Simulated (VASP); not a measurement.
**MoS2 (db): single point with PBE+D3(BJ)**

**Measured values to compare with.**

From “Multiwavelength excitation Raman Scattering Analysis of bulk and 2 dimensional MoS2: Vibrational properties of atomically thin MoS2 layers”, 2015, arxiv:1506.03228, for a bulk crystal of MoS2 at 300 K: band gap 1.3 eV (indirect).

The system is MoS2 (db).

```
Mo S
1.0
     3.16900    0.00000    0.00000
    -1.58450    2.74443    0.00000
     0.00000    0.00000   12.32400
Mo S
2 4
Direct
  0.33333 0.66667 0.25000
  0.66667 0.33333 0.75000
  0.33333 0.66667 0.62326
  0.66667 0.33333 0.12326
  0.33333 0.66667 0.87674
  0.66667 0.33333 0.37674
```

- Program: VASP 6.6.1
- Task: single point
- Functional: PBE
- Dispersion: D3(BJ)
- Potentials or basis: VASP PAW PBE potentials, release 64 (Mo_sv, S)
- Cutoff: 520 eV
- k mesh: 12 × 12 × 4
- Occupations: gaussian, width 0.02 eV
- Spin: no spin polarisation

| Item | Value |
| --- | --- |
| Pressure | -1.7 GPa |
| Largest force | 0.012 eV/Å |
| Band gap on the k mesh | 0.90 eV, indirect (least direct gap 1.65 eV) |
| Dispersion energy per atom | -0.423 eV |

Forces on the atoms (eV/Å):
```
Mo   0.000  0.000  0.000
Mo   0.000  0.000  0.000
S    0.000  0.000  0.012
S    0.000  0.000  0.012
S    0.000  0.000 -0.012
S    0.000  0.000 -0.012
```

Stress tensor (GPa, compression positive):
```
-1.98  0.00  0.00
 0.00 -1.98  0.00
 0.00  0.00 -1.25
```

Levels at points of the mesh, in eV from the valence-band top:
```csv
k point,band 23,band 24,band 25,band 26,band 27,band 28,band 29,band 30
"(0.00, 0.00, 0.00)",-2.14,-1.19,-1.13,0.00,2.10,2.10,2.13,2.13
"(0.50, 0.00, 0.00)",-1.74,-1.54,-1.40,-1.27,1.60,1.65,2.01,2.26
"(0.00, 0.00, 0.50)",-2.16,-2.16,-0.27,-0.27,2.11,2.11,2.11,2.11
"(0.50, 0.00, 0.50)",-1.64,-1.64,-1.33,-1.33,1.62,1.62,2.15,2.15
```

It took 2.3 min on 1 thread of Intel(R) Xeon(R) Platinum 8488C (Sapphire Rapids), on a shared host, peak memory 0.34 GiB.

A measured gap of MoS2 is 1.3 eV (indirect; 300 K; “Multiwavelength excitation Raman Scattering Analysis of bulk and 2 dimensional MoS2: Vibrational properties of atomically thin MoS2 layers”, 2015, arxiv:1506.03228); the calculated 0.90 eV misses it by -0.40 eV. Spin-orbit coupling on Mo is left out. The value is that of PBE+D3(BJ) on a finite k mesh, which can miss the band edges, without temperature or zero-point motion. Semilocal functionals fall short of measured gaps as a rule.
